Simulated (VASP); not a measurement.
```xyz
1
Lattice="-0.0283 1.8874 1.8874 1.8874 -0.0283 1.8874 1.8591 1.8591 0.0000" Properties=species:S:1:pos:R:3 pbc="T T T"
Rh     3.7181     3.7181     3.7747
```

Calculation: PBEsol GGA, VASP's PBE PAW potentials (set 64) (plane waves; VASP). Run with 480 eV cut-off, 16×16×16 Γ-centred mesh, first-order Methfessel-Paxton smearing of 0.10 eV, potentials Rh_pv.

Estimate the energy per atom (σ→0), pressure, band gap (on the k-mesh) with the smallest direct gap where there is one.

| Property | Result |
|---|---|
| band gap (on the k-mesh) | none (metal, semimetal or under 0.01 eV) |
| energy per atom (σ→0) | -8.128 eV/atom |
| pressure | 1.53 GPa |

Total energies compare only between runs with the same potentials, cut-off and functional.

The compound is Rh in the fcc structure. This cell was strained or had an atom moved on purpose.
